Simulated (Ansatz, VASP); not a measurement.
## RuSe: VASP beside Ansatz

File POSCAR:

```
RuSe
1.0
    3.1876923100      0.0000000000      0.0000000000
    0.0000000000      3.1876923100      0.0000000000
    0.0000000000      0.0000000000      3.1876923100
Ru Se
1 1
Direct
    0.0000000000      0.0000000000      0.0000000000
    0.5000000000      0.5000000000      0.5000000000
```

File INCAR.step1:

```
SYSTEM = RuSe
  PREC = Accurate
  ENCUT = 520
  EDIFF = 1E-5
  ISMEAR = -1
  SIGMA = 0.05
  LREAL = .FALSE.
  LASPH = .TRUE.
  NELM = 60
  ALGO = Normal
  ISIF = 2
  LWAVE = .TRUE.
  NBANDS = 17
  GGA = PE
```

The input INCAR.step2:

```
SYSTEM = RuSe
  PREC = Accurate
  ENCUT = 520
  EDIFF = 1E-7
  ISMEAR = -1
  SIGMA = 0.05
  LREAL = .FALSE.
  LASPH = .TRUE.
  NELM = 60
  ALGO = Normal
  ISIF = 2
  LWAVE = .FALSE.
  LCHARG = .FALSE.
  GGA = PE
  LHFCALC = .TRUE.
  HFSCREEN = 0.2
  AEXX = 0.25
  PRECFOCK = Fast
  NBANDS = 17
  ISTART = 1
```

The input KPOINTS:

```
Automatic mesh
0
G
  4 4 4
  0 0 0
```

File input.yaml:

```yaml
crystal:
  lattice:
    - [3.18769231, 0.0, 0.0]
    - [0.0, 3.18769231, 0.0]
    - [0.0, 0.0, 3.18769231]
  atoms:
    - { symbol: Ru, position: [0.0, 0.0, 0.0] }
    - { symbol: Se, position: [0.5, 0.5, 0.5] }
hamiltonian:
  xc: { exchange: pbe, correlation: pbe, exx: { coeff: 0.25, omega: 0.2 } }
  pseudopotentials: { kind: paw }
kpoints:
  mp_grid: { grid: [4, 4, 4] }
scf:
  occupations: { method: fermi_dirac, width: 0.05 }
output:
  forces: true
  stress: true
  eigenvalues: true
  write_density: true
  write_potential: true
  elf: true
  volumetric_format: npy
```

The cell comes from a database or a generator and needn't be the stable form of this composition.

Alike in both runs: task single point; functional HSE(alpha, omega); k mesh 4 × 4 × 4; occupations fermi-dirac, width 0.05 eV; no spin polarisation.

|  | VASP | Ansatz |
| --- | --- | --- |
| version | VASP 6.6.1 | Ansatz 0.2.0 |
| potentials or method | VASP PAW PBE potentials, release 64 (Ru_pv, Se) | Ansatz PAW |
| plane-wave cutoff (eV) | 520 | 420 |
| valence electrons in the cell | 20 | 32 |

Ansatz gave:

```
gap on the k mesh at the Fermi level (eV) : none
pressure (GPa)                            : -17.6
```

Task: Estimate VASP's values.

Result: gap on the k mesh at the Fermi level (eV): none; pressure (GPa): -17.7.

A gap of «none» marks a metal or a gap that the smearing closes. The two sets of potentials don't hold the same shells in valence.

Caveats: the k mesh is coarse (spacing up to 0.49 Å⁻¹), so the values aren't converged, least of all with exact exchange; the PAW data sets were made with another functional, which shifts forces and pressure a little (VASP); the PAW data sets come from PBE, with cores solved anew for the run's functional, which leaves a small shift of forces and pressure (Ansatz); the thresholds are loose for stress (Ansatz).
